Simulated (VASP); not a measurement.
Given:

```xyz
4
Lattice="3.7813 0.0000 0.0000 0.0000 3.7813 0.0000 0.0000 0.0000 3.7813" Properties=species:S:1:pos:R:3 pbc="T T T"
Cu     0.0000     1.8906     1.8906
Cu     1.8906     0.0000     1.8906
Cu     1.8906     1.8906     0.0000
Au     0.0000     0.0000     0.0000
```

All values below come from optB88-vdW, VASP's PBE PAW potentials (set 64) (plane waves; VASP). Run with 520 eV cut-off, 8×8×8 Γ-centred mesh, first-order Methfessel-Paxton smearing of 0.10 eV, potentials Cu Au.

Unless said otherwise, spin-orbit coupling is left out, though it shifts the bands of the heavy elements here.

**Question.** What does the run give for the energy per atom (σ→0), band gap (on the k-mesh) with the smallest direct gap where there is one?

**Answer.** 
- band gap (on the k-mesh) = none (metal, semimetal or under 0.01 eV)
- energy per atom (σ→0) = -742 meV/atom

Only differences to runs with the same potentials and settings are physical.

The compound is Cu3Au in the L1_2 structure. It was relaxed first.
